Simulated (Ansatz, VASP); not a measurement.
# WC in two plane-wave programs, part 2 of 2

Aim: how closely do two programs agree when they are given the same cell, functional and k mesh? The cell is taken from a series of runs on this material, whose earlier steps may have relaxed, scaled, displaced or heated it; both programs get it as it stands.

VASP 6.6.1 and Ansatz 0.2.0.

So far. Step 2 (Ansatz: single point, PBEsol, pair 1): The run ends at a pressure of -0.06 GPa, with forces up to 0.18 eV/Å. Step 3 (VASP: single point, PBEsol, pair 1): The run ends at a pressure of 0.10 GPa, with forces up to 0.20 eV/Å.

### Step 5. VASP: single point, PBEsol, pair 2

Level of this step: PBEsol; plane waves and PAW (W, C) (VASP).

A single point takes one fixed geometry, so differences don't come from the geometry; what else differs is listed under the comparison.

INCAR

```
SYSTEM = WC
PREC = Accurate
ENCUT = 600
EDIFF = 1E-06
NELM = 120
ISMEAR = 1
SIGMA = 0.2
LREAL = .FALSE.
ALGO = Normal
GGA = PS
NBANDS = 28
LASPH = .TRUE.
LORBIT = 11
LWAVE = .FALSE.
LCHARG = .FALSE.
ISIF = 2
GGA_COMPAT = .FALSE.
KPAR = 2
```

POSCAR

```
WC
1.0
    0.0000000000      0.0000000000     -4.3455662117
    4.3455662117      0.0000000000      0.0000000000
    2.1727831059     -4.3455662117     -2.1727831059
W C
4 4
Direct
    0.4869824691      0.5130175309      0.0000000000
    0.0130175309      0.9869824691      0.0000000000
    0.2369824691      0.7369824691      0.5000000000
    0.7630175309      0.2630175309      0.5000000000
    0.5116876943      0.0116876943      0.0000000000
    0.9883123057      0.4883123057      0.0000000000
    0.2616876943      0.2383123057      0.5000000000
    0.7383123057      0.7616876943      0.5000000000
```

KPOINTS

```
Automatic mesh
0
Gamma
10 10 10
0 0 0
```

Potentials, in the order of the species: W and C (PBE family, release 64).

Launch:

```console
$ mpirun -np 2 vasp_std
```

Numbers of over 12 decimals in the logs are rounded to 6 here.

What it wrote:

```text
[banner, memory and clock lines left out]
running    2 mpi-ranks, on    1 nodes
[...]
[... a notice as in an earlier step ...]

 LDA part: xc-table for (Slater+PW92), standard interpolation
 POSCAR, INCAR and KPOINTS ok, starting setup
[...]
entering main loop
       N       E                     dE             d eps       ncg     rms          rms(c)
DAV:   1     0.196952691678E+03    0.19695E+03   -0.20753E+04  5720   0.149E+03
DAV:   2    -0.778488323945E+02   -0.27480E+03   -0.26459E+03  6640   0.374E+02
DAV:   3    -0.104750331863E+03   -0.26901E+02   -0.25824E+02  8136   0.859E+01
DAV:   4    -0.105648727867E+03   -0.89840E+00   -0.88737E+00  7776   0.166E+01
[...]
DAV:  12    -0.922871964144E+02    0.41203E-06   -0.18834E-05  7772   0.237E-02    0.835E-03
DAV:  13    -0.922871948189E+02    0.15955E-05   -0.13892E-05  8252   0.165E-02    0.329E-03
DAV:  14    -0.922871946785E+02    0.14039E-06   -0.70177E-07  4020   0.536E-03
   1 F= -.92287195E+02 E0= -.92287887E+02  d E =0.207770E-02
```

From OUTCAR (step 5):

```text
  Total        0.8862114     -1.5967539      0.8862114      0.0000000     -0.0000000      0.0000000
  in kB       17.3024968    -31.1752147     17.3024968      0.0000000     -0.0000000      0.0000000
  external PRESSURE =       1.1432597 kB  Pullay stress =       0.0000000 kB

 POSITION                                       TOTAL-FORCE (eV/Angst)
 -----------------------------------------------------------------------------------
      2.22935      0.00000     -2.11621         0.168598      0.032451      0.168598
      4.28900      0.00000     -0.05657        -0.168598      0.032451     -0.168598
      4.28900     -2.17278     -2.11621        -0.168598     -0.032451      0.168598
      2.22935     -2.17278     -4.40213         0.168598     -0.032451     -0.168598
      0.05079      0.00000     -2.22357        -0.035693      0.003177      0.035693
      2.12199      0.00000     -4.29478         0.035693      0.003177     -0.035693
      2.12199     -2.17278     -2.22357         0.035693     -0.003177      0.035693
      4.39636     -2.17278     -4.29478        -0.035693     -0.003177     -0.035693
 -----------------------------------------------------------------------------------
    total drift:                               -0.000000     -0.000000      0.000000

  FREE ENERGIE OF THE ION-ELECTRON SYSTEM (eV)
  ---------------------------------------------------
  free  energy   TOTEN  =       -92.2871946785 eV

  energy  without entropy=      -92.2892723806  energy(sigma->0) =      -92.28788725

[... 2 parts as in an earlier step ...]

[... 1 further part left out ...]
[key lines of the parts left out:]
E-fermi :   9.7682
```

The run ends at a pressure of 0.11 GPa, with forces up to 0.24 eV/Å.

### Step 6. Ansatz: single point, PBEsol, pair 2

The same cell, functional, mesh and smearing now go to Ansatz, which takes its cutoff from its data sets.

The cell is taken from a series of runs on this material, whose earlier steps may have relaxed, scaled, displaced or heated it; both programs get it as it stands.

input.yaml

```yaml
crystal:
  lattice:
    - [0.0, 0.0, -4.3455662117]
    - [4.3455662117, 0.0, 0.0]
    - [2.1727831059, -4.3455662117, -2.1727831059]
  atoms:
    - { symbol: W, position: [0.4869824691, 0.5130175309, 0.0] }
    - { symbol: W, position: [0.0130175309, -0.0130175309, 0.0] }
    - { symbol: W, position: [0.2369824691, 0.7369824691, 0.5] }
    - { symbol: W, position: [0.7630175309, 0.2630175309, 0.5] }
    - { symbol: C, position: [0.5116876943, 0.0116876943, 0.0] }
    - { symbol: C, position: [-0.0116876943, 0.4883123057, 0.0] }
    - { symbol: C, position: [0.2616876943, 0.2383123057, 0.5] }
    - { symbol: C, position: [0.7383123057, 0.7616876943, 0.5] }
kpoints:
  mp_grid: { grid: [10, 10, 10] }
hamiltonian:
  xc: pbesol
  pseudopotentials: { kind: paw, azcp: { folder: soft_1 }, xc_functional: pbe }
scf:
  occupations: { method: methfessel_paxton, width: 0.2 }
output:
  forces: true
  stress: true
  eigenvalues: true
```

Launch:

```console
$ ansatz run input.yaml --threads 4 --pin off --max-ram 10240MiB --backend cpu --events-out ev --progress --plain --runs-dir out
```

What it wrote:

```text
[...]
Crystal: 8 atoms, lattice volume = 82.061 Å³
Basis set: ecut = 420 eV, 1591 PW (Γ), exchange–correlation on 60×60×72 points (8 copies of the dense FFT grid, shifted against one another)
Bands: 44, of which v1, the nominal top of the filled ones, is band 36 counted from 1 (35 counted from 0)
Symmetry: 8 space group operations
[...]
k-points: 102 of 1000 (time reversal used)
[...]
k-point 0: bands = [... 32 lower, 19.5491, 21.0172, 21.0479, 21.0479, 21.1267, 21.1422, 22.5065, 22.5853, ... 4 higher]
  k-point 1: bands = [... 32 lower, 19.4758, 19.4985, 21.1071, 21.3078, 21.3078, 21.8175, 21.9626, 22.6151, ... 4 higher]
  k-point 2: bands = [... 32 lower, 19.2793, 19.2793, 20.7764, 21.0389, 21.6312, 21.9154, 21.9154, 22.8994, ... 4 higher]
  k-point 101: bands = [... 32 lower, 22.0671, 22.1576, 22.3650, 22.5874, 22.7923, 23.0864, 23.1361, 23.4173, ... 4 higher]
[key lines of the parts left out:]
SCF converged after 7 iterations
Free energy (F): -42015.423705 eV
Fermi energy:    22.045435 eV
P = ⅓ Tr σ = -0.0131 GPa (-0.131 kbar)
```

The run ends at a pressure of -0.01 GPa, with forces up to 0.20 eV/Å.

### Step 7. Side by side

What differs besides the data sets and the points named for the pairs above, as far as they apply: the data sets hold 72 valence electrons in Ansatz (on its PAW soft_1 files) and 40 in VASP. Total energies have different zeros and are not compared.

Compared:

| quantity | Ansatz | VASP | difference |
| --- | --- | --- | --- |
| pressure (GPa) | -0.01 | 0.11 | -0.13 |

Forces (eV/Å; atoms numbered as in POSCAR):

| atom | Ansatz x, y, z | VASP x, y, z |
| --- | --- | --- |
| W1 | 0.143, 0.025, 0.143 | 0.169, 0.032, 0.169 |
| W2 | -0.143, 0.025, -0.143 | -0.169, 0.032, -0.169 |
| W3 | -0.143, -0.025, 0.143 | -0.169, -0.032, 0.169 |
| W4 | 0.143, -0.025, -0.143 | 0.169, -0.032, -0.169 |
| C5 | -0.033, 0.008, 0.033 | -0.036, 0.003, 0.036 |
| C6 | 0.033, 0.008, -0.033 | 0.036, 0.003, -0.036 |
| C7 | 0.033, -0.008, 0.033 | 0.036, -0.003, 0.036 |
| C8 | -0.033, -0.008, -0.033 | -0.036, -0.003, -0.036 |

The forces differ by 15 meV/Å r.m.s., which is 15.3 % of the r.m.s. force of 0.100 eV/Å (both taken over all components).

### Step 8. Other set-ups

Further runs change the set-up of one program: Ansatz's method, potentials or start, or VASP's data sets, cutoff or form of LDA. The table gives Ansatz less VASP for each quantity, since a change that brings one quantity closer may part another.

| run | r.m.s. force difference (meV/Å) | pressure (GPa) |
| --- | --- | --- |
| as above | 15 | -0.13 |
| VASP with the data sets W_sv and C | 4.3 | -0.98 |

### Step 9. VASP: single point, PBEsol, pair 3

With cell and atoms fixed, the geometry can't cause a difference; cores, projectors, grids and the points listed under the comparison can.

INCAR is that of step 5.

POSCAR

```
WC
1.0
    0.0000000000      0.0000000000     -4.3455662117
    4.3455662117      0.0000000000      0.0000000000
    2.1727831059     -4.3455662117     -2.1727831059
W C
4 4
Direct
    0.4772193209      0.5227806791      0.0000000000
    0.0227806791      0.9772193209      0.0000000000
    0.2272193209      0.7272193209      0.5000000000
    0.7727806791      0.2727806791      0.5000000000
    0.5204534651      0.0204534651      0.0000000000
    0.9795465349      0.4795465349      0.0000000000
    0.2704534651      0.2295465349      0.5000000000
    0.7295465349      0.7704534651      0.5000000000
```

KPOINTS is that of step 5.

Launch:

```console
$ mpirun -np 2 vasp_std
```

What it wrote:

```text
[... set-up lines as in an earlier step ...]
 entering main loop
       N       E                     dE             d eps       ncg     rms          rms(c)
DAV:   1     0.196683196827E+03    0.19668E+03   -0.20753E+04  5720   0.149E+03
DAV:   2    -0.766391947739E+02   -0.27332E+03   -0.26280E+03  6528   0.374E+02
DAV:   3    -0.104583647765E+03   -0.27944E+02   -0.26909E+02  8192   0.872E+01
DAV:   4    -0.105489734756E+03   -0.90609E+00   -0.89707E+00  7796   0.167E+01
[...]
DAV:  12    -0.922877098997E+02    0.61050E-07   -0.35856E-05  7428   0.370E-02    0.123E-02
DAV:  13    -0.922877078983E+02    0.20013E-05   -0.18628E-05  8300   0.197E-02    0.316E-03
DAV:  14    -0.922877076455E+02    0.25286E-06   -0.10302E-06  3968   0.637E-03
   1 F= -.92287708E+02 E0= -.92287115E+02  d E =-.177873E-02
```

OUTCAR, selected parts (step 9):

```text
  Total        2.0256333     -3.5015342      2.0256333      0.0000000     -0.0000000      0.0000000
  in kB       39.5487074    -68.3643730     39.5487074      0.0000000     -0.0000000      0.0000000
  external PRESSURE =       3.5776806 kB  Pullay stress =       0.0000000 kB

 POSITION                                       TOTAL-FORCE (eV/Angst)
 -----------------------------------------------------------------------------------
      2.27178      0.00000     -2.07379        -0.043280     -0.037883     -0.043280
      4.24657      0.00000     -0.09899         0.043280     -0.037883      0.043280
      4.24657     -2.17278     -2.07379         0.043280      0.037883     -0.043280
      2.27178     -2.17278     -4.44456        -0.043280      0.037883      0.043280
      0.08888      0.00000     -2.26166        -0.159674      0.032826      0.159674
      2.08390      0.00000     -4.25668         0.159674      0.032826     -0.159674
      2.08390     -2.17278     -2.26166         0.159674     -0.032826      0.159674
      4.43445     -2.17278     -4.25668        -0.159674     -0.032826     -0.159674
 -----------------------------------------------------------------------------------
    total drift:                               -0.000000      0.000000      0.000000

  FREE ENERGIE OF THE ION-ELECTRON SYSTEM (eV)
  ---------------------------------------------------
  free  energy   TOTEN  =       -92.2877076455 eV

  energy  without entropy=      -92.2859289127  energy(sigma->0) =      -92.28711473

[... 2 parts as in an earlier step ...]

[... 1 further part left out ...]
[key lines of the parts left out:]
E-fermi :   9.6113
```

The run ends at a pressure of 0.36 GPa, with forces up to 0.23 eV/Å.

### Step 10. Ansatz: single point, PBEsol, pair 3

The same cell, functional, mesh and smearing now go to Ansatz, which takes its cutoff from its data sets.

The cell is taken from a series of runs on this material, whose earlier steps may have relaxed, scaled, displaced or heated it; both programs get it as it stands.

input.yaml, the sections that differ from step 6:

```yaml
crystal:
  lattice:
    - [0.0, 0.0, -4.3455662117]
    - [4.3455662117, 0.0, 0.0]
    - [2.1727831059, -4.3455662117, -2.1727831059]
  atoms:
    - { symbol: W, position: [0.4772193209, 0.5227806791, 0.0] }
    - { symbol: W, position: [0.0227806791, -0.0227806791, 0.0] }
    - { symbol: W, position: [0.2272193209, 0.7272193209, 0.5] }
    - { symbol: W, position: [0.7727806791, 0.2727806791, 0.5] }
    - { symbol: C, position: [0.5204534651, 0.0204534651, 0.0] }
    - { symbol: C, position: [-0.0204534651, 0.4795465349, 0.0] }
    - { symbol: C, position: [0.2704534651, 0.2295465349, 0.5] }
    - { symbol: C, position: [0.7295465349, 0.7704534651, 0.5] }
# kpoints, hamiltonian, scf, output: as in step 6
```

Launch:

```console
$ ansatz run input.yaml --threads 4 --pin off --max-ram 10240MiB --backend cpu --events-out ev --progress --plain --runs-dir out
```

What it wrote:

```text
[...]
Crystal: 8 atoms, lattice volume = 82.061 Å³
Basis set: ecut = 420 eV, 1591 PW (Γ), exchange–correlation on 60×60×72 points (8 copies of the dense FFT grid, shifted against one another)
Bands: 44, of which v1, the nominal top of the filled ones, is band 36 counted from 1 (35 counted from 0)
Symmetry: 8 space group operations
[...]
k-points: 102 of 1000 (time reversal used)
[...]
k-point 0: bands = [... 32 lower, 19.3976, 20.9228, 21.0347, 21.0347, 21.0702, 21.1125, 22.3613, 22.4408, ... 4 higher]
  k-point 1: bands = [... 32 lower, 19.3751, 19.4882, 20.9922, 21.2825, 21.2825, 21.7897, 22.1332, 22.4289, ... 4 higher]
  k-point 2: bands = [... 32 lower, 19.2371, 19.2371, 20.5780, 21.0849, 21.8691, 21.8691, 21.9856, 23.0091, ... 4 higher]
  k-point 101: bands = [... 32 lower, 21.7961, 21.8924, 22.0993, 22.4799, 22.9468, 23.2190, 23.2833, 23.3149, ... 4 higher]
[key lines of the parts left out:]
SCF converged after 8 iterations
Free energy (F): -42015.413314 eV
Fermi energy:    21.885868 eV
P = ⅓ Tr σ = 0.3238 GPa (3.238 kbar)
```

The run ends at a pressure of 0.32 GPa, with forces up to 0.23 eV/Å.

### Step 11. Differences

What differs besides the data sets and the points named for the pairs above, as far as they apply: the data sets hold 72 valence electrons in Ansatz (on its PAW soft_1 files) and 40 in VASP. Total energies have different zeros and are not compared.

The two programs side by side:

| quantity | Ansatz | VASP | difference |
| --- | --- | --- | --- |
| pressure (GPa) | 0.32 | 0.36 | -0.03 |

Forces (eV/Å; atoms numbered as in POSCAR):

| atom | Ansatz x, y, z | VASP x, y, z |
| --- | --- | --- |
| W1 | -0.082, -0.048, -0.082 | -0.043, -0.038, -0.043 |
| W2 | 0.082, -0.048, 0.082 | 0.043, -0.038, 0.043 |
| W3 | 0.082, 0.048, -0.082 | 0.043, 0.038, -0.043 |
| W4 | -0.082, 0.048, 0.082 | -0.043, 0.038, 0.043 |
| C5 | -0.163, 0.045, 0.163 | -0.160, 0.033, 0.160 |
| C6 | 0.163, 0.045, -0.163 | 0.160, 0.033, -0.160 |
| C7 | 0.163, -0.045, 0.163 | 0.160, -0.033, 0.160 |
| C8 | -0.163, -0.045, -0.163 | -0.160, -0.033, -0.160 |

The forces differ by 23 meV/Å r.m.s., which is 23.7 % of the r.m.s. force of 0.098 eV/Å (both taken over all components).

### Step 12. Summary of results

- r.m.s. force difference (single point, PBEsol, pair 1): 8.0 meV/Å
- r.m.s. force difference (single point, PBEsol, pair 2): 15 meV/Å
- r.m.s. force difference (single point, PBEsol, pair 3): 23 meV/Å

**Reading.** The r.m.s. force difference is 23 meV/Å (single point, PBEsol, pair 3), beyond the 12 meV/Å picked in this series as the mark of a large difference. The data sets hold unlike numbers of valence electrons (72 in Ansatz and 40 in VASP), so part of the differences may come from the potentials. Single point, PBEsol, pair 2, VASP with the data sets W_sv and C: r.m.s. force difference goes from 15 to 4.3 meV/Å; the difference in pressure goes from -0.13 to -0.98 GPa. What causes the difference of the single point, PBEsol, pair 3 pair stays open here. 5 further pairs of this series are not shown here. How closely two codes agree says nothing of how well the functional describes the real material.

[Lines on the potential files, build, host, timing and source positions are cut from VASP's logs without a mark.]

[Logs are printed without paths, hosts, clocks, repeated set-up lines and the standing remarks that a program may print on its own settings, such as how far it seeks lower states.]

[Hosts, paths, dates, database ids (printed as entryN), source tags and the programs' standing remarks are cut or masked in the printed files.]
